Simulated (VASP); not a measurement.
NaCl (rock salt): the cohesive energy from VASP (plane waves, PAW) at several levels of theory. Atoms are spin-polarised in a large box without symmetry, with the spin fixed by Hund's rule, and may not be in the lowest state of each functional; no zero-point energy is added.

| level | cohesive energy (eV/atom) | error against measurement |
|---|---|---|
| TPSS | 3.10 | -7.1 % |
| HSE06 | 3.10 | -7.2 % |

Measured: 3.34 eV/atom at 0 K (as given by Daniel Mejia-Rodriguez et al., Physical Review B (2018), arXiv:1807.09216; static lattice: zero-point vibration energy added).

The cell of the TPSS run:

NaCl is modelled in the cubic space group Fm-3m (No. 225), the rock salt structure, Pearson symbol cF8. Lattice parameters: a = b = c = 5.7013 Å, α = β = γ = 90.00°. Na on 4a is coordinated by 6 Cl at 2.851 Å (octahedral). Cl on 4b sees 6 Na at 2.851 Å (octahedral). (Neighbours: up to the widest gap in distance over summed covalent radii, below 1.35, at either atom; cation-cation and far metal-metal contacts left out.)
(The calculation used a cell of 2 atoms; values per cell refer to that cell.)

Only levels that ran to the end are used. Left out are those held back, those with too coarse a band path, GW runs whose mesh misses a band edge, hybrids' fits of cells that aren't cubic and levels without matching references; a question may draw on a part of the rest.
